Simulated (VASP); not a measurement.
TiB2:

```
Ti B
1.0
     3.02593    0.00000    0.00000
    -1.51296    2.62053    0.00000
     0.00000    0.00000    3.22877
Ti B
1 2
Cartesian
  0.0000 0.0000 0.0000
  0.0000 1.7470 1.6144
  1.5130 0.8735 1.6144
```

The cell is a database's computed one.

| Quantity | Value |
| --- | --- |
| Program | VASP 6.6.1 |
| Task | relaxation of cell and atoms |
| Functional | RPBE |
| Potentials or basis | VASP PAW PBE potentials, release 64 (Ti_sv, B) |
| Cutoff | 600 eV |
| k mesh | 15 × 15 × 14 |
| Occupations | gaussian, width 0.1 eV |
| Spin | no spin polarisation |

At the start: pressure 5.5 GPa; volume 8.53 Å³/atom.

Question: How do energy, volume and symmetry change on relaxing?

Answer: Over 7 steps the energy falls by 3.1 meV/atom and the volume is 8.72 Å³/atom (+2.2 %); space group P6/mmm (No. 191, to 0.05 Å).

Step by step:
| step | energy change (eV) | largest force (eV/Å) | pressure (GPa) | volume (Å³) |
| --- | --- | --- | --- | --- |
| 1 | 0.0000 | 0.0000 | 5.46 | 25.60 |
| 2 | -0.0004 | 0.0000 | -4.94 | 26.70 |
| 3 | -0.0093 | 0.0000 | 0.01 | 26.15 |
| 4 | -0.0093 | 0.0000 | 0.12 | 26.14 |
| 5 | -0.0093 | 0.0000 | 0.10 | 26.14 |
| 6 | -0.0093 | 0.0000 | 0.10 | 26.14 |
| 7 | -0.0093 | 0.0000 | -0.06 | 26.16 |

Final structure:
```xyz
3
Lattice="3.0496 0.0000 0.0000 -1.5248 2.6410 0.0000 0.0000 0.0000 3.2481" Properties=species:S:1:pos:R:3 pbc="T T T"
Ti    0.0000    0.0000    0.0000
B     0.0000    1.7607    1.6240
B     1.5248    0.8803    1.6240
```

Caveat: the PAW data sets were made with another functional, which shifts forces and pressure a little.
